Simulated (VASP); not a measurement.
OSZICAR of a VASP run on SnSe₂ (1T layered):

### OSZICAR
```
       N       E                     dE             d eps       ncg     rms          rms(c)
DAV:   1     0.194766857504E+03    0.19477E+03   -0.12655E+04  2493   0.193E+03
DAV:   2     0.561118377529E+01   -0.18916E+03   -0.18543E+03  2715   0.426E+02
DAV:   3    -0.122575627246E+02   -0.17869E+02   -0.17369E+02  3076   0.116E+02
DAV:   4    -0.127803015417E+02   -0.52274E+00   -0.51896E+00  3002   0.200E+01
DAV:   5    -0.127905950940E+02   -0.10294E-01   -0.10290E-01  3417   0.293E+00    0.833E+00
DAV:   6    -0.126045214438E+02    0.18607E+00   -0.29955E-01  3703   0.641E+00    0.510E+00
DAV:   7    -0.125612224515E+02    0.43299E-01   -0.14106E-01  3042   0.273E+00    0.749E-01
DAV:   8    -0.125598868779E+02    0.13356E-02   -0.10959E-02  2979   0.107E+00    0.246E-01
DAV:   9    -0.125595445549E+02    0.34232E-03   -0.14088E-03  2968   0.278E-01    0.705E-02
DAV:  10    -0.125595492730E+02   -0.47181E-05   -0.16427E-04  3082   0.124E-01    0.234E-02
DAV:  11    -0.125595502020E+02   -0.92898E-06   -0.89425E-06  2966   0.222E-02
   1 F= -.23185137E+01 E0= -.23182545E+01  d E =-.231851E+01
       N       E                     dE             d eps       ncg     rms          rms(c)
DAV:   1    -0.125293093769E+02    0.30240E-01   -0.39946E-02  3249   0.357E+00    0.241E-01
DAV:   2    -0.125280537725E+02    0.12556E-02   -0.24764E-03  3209   0.101E+00    0.104E-01
DAV:   3    -0.125276956826E+02    0.35809E-03   -0.93269E-04  3184   0.570E-01    0.196E-02
DAV:   4    -0.125276875019E+02    0.81808E-05   -0.54868E-05  2597   0.734E-02    0.863E-03
DAV:   5    -0.125276833997E+02    0.41022E-05   -0.35225E-06  3006   0.201E-02    0.303E-03
DAV:   6    -0.125276830263E+02    0.37342E-06   -0.41716E-07  1355   0.759E-03
   2 F= -.23184209E+01 E0= -.23181575E+01  d E =0.928389E-04
       N       E                     dE             d eps       ncg     rms          rms(c)
DAV:   1    -0.125477852448E+02   -0.20102E-01   -0.14852E-02  3251   0.219E+00    0.148E-01
DAV:   2    -0.125473185730E+02    0.46667E-03   -0.91875E-04  3185   0.609E-01    0.637E-02
DAV:   3    -0.125471849652E+02    0.13361E-03   -0.35049E-04  3177   0.348E-01    0.117E-02
DAV:   4    -0.125471820704E+02    0.28949E-05   -0.20407E-05  2554   0.448E-02    0.521E-03
DAV:   5    -0.125471805879E+02    0.14825E-05   -0.10304E-06  1583   0.123E-02    0.166E-03
DAV:   6    -0.125471805117E+02    0.76137E-07   -0.41165E-07  1305   0.598E-03
   3 F= -.23185710E+01 E0= -.23183099E+01  d E =-.572909E-04
```

Question: Which electronic solver shows in the log?

Answer: It is blocked Davidson (ALGO = Normal, or the opening steps of other solvers). The INCAR had ALGO = Normal.

Question: Can the final energy be trusted as converged?

Answer: The calculation finished and met its thresholds. It stopped with EDIFF = 1E-6, NELM = 100, NSW = 40 and EDIFFG = -0.02 after 3 ionic steps (LDA (Ceperley-Alder, Perdew-Zunger), plane waves, VASP's LDA PAW potentials (set 64)).

The compound is SnSe2 in the 1T layered structure. This run relaxes it under an external pressure of 30 GPa. Symmetry was kept, so distortions that lower it aren't found.
